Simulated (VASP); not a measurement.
HgO (relaxed from the NiAs type structure, space group P6_3/mmc): computed properties

The numbers are results of PBEsol GGA, VASP's PBE PAW potentials (set 64) (plane waves; VASP 6.6.1), not measurements.

For HgO, the space group is P6_3/mmc (194). The cell comes out as a = 3.372 Å, b = 3.372 Å, c = 5.892 Å, α = 90.00°, β = 90.00°, γ = 120.00° and the volume per atom is 14.51 Å^3/atom. The band gap (over mesh and band path) is none (metal, semimetal or under 0.01 eV) and the density comes out as 12.40 g/cm³.

```yaml
crystal:
  lattice:
    - [3.37232, 0.00000, 0.00000]
    - [-1.68616, 2.92052, 0.00000]
    - [0.00000, 0.00000, 5.89157]
  atoms:
    - { symbol: Hg, position: [0.00000, 0.00000, 0.00000] }
    - { symbol: Hg, position: [0.00000, 0.00000, 0.50000] }
    - { symbol: O, position: [0.33333, 0.66667, 0.25000] }
    - { symbol: O, position: [0.66667, 0.33333, 0.75000] }
```

Unless said otherwise, spin-orbit coupling is left out, though it shifts the bands of the heavy elements here.

The structure was generated: HgO was put into the NiAs type type (P6_3/mmc), which need not be its known phase. It was relaxed first, which changed the volume by +53 %. Symmetry was kept, so distortions that lower it aren't found.
